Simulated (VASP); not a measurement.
Data:

```
Y
1.0
    1.84761    -3.20016     0.00000
    1.84761     3.20016     0.00000
    0.00000     0.00000     5.70472
Y
2
Direct
  0.33333   0.66667   0.25000
  0.66667   0.33333   0.75000
```

Level of theory: vdW-DF2, VASP's PBE PAW potentials (set 64) (plane waves; VASP 6.6.1). Run with 520 eV cut-off, Gaussian smearing of 0.050 eV, potentials Y_sv.

**Question.** Give the energies of bands 9 to 14 at the high-symmetry points, in eV from the Fermi level.

**Answer.** 
```json
[
 {"band": "9", "Γ": "-4.58", "M": "-1.64", "K": "-0.68", "A": "-3.15", "L": "-1.59", "H": "-0.36"},
 {"band": "10", "Γ": "-1.79", "M": "-1.15", "K": "-0.67", "A": "-3.15", "L": "-1.59", "H": "-0.36"},
 {"band": "11", "Γ": "1.03", "M": "-0.75", "K": "-0.67", "A": "0.98", "L": "0.10", "H": "-0.36"},
 {"band": "12", "Γ": "1.64", "M": "-0.12", "K": "-0.43", "A": "0.98", "L": "0.10", "H": "-0.36"},
 {"band": "13", "Γ": "1.64", "M": "1.34", "K": "1.07", "A": "1.54", "L": "1.39", "H": "0.41"},
 {"band": "14", "Γ": "2.06", "M": "1.43", "K": "1.07", "A": "1.54", "L": "1.39", "H": "0.41"}
]
```

It has no gap at this level: it comes out as a metal or semimetal.

The compound is Y in the hcp structure. It was relaxed first.
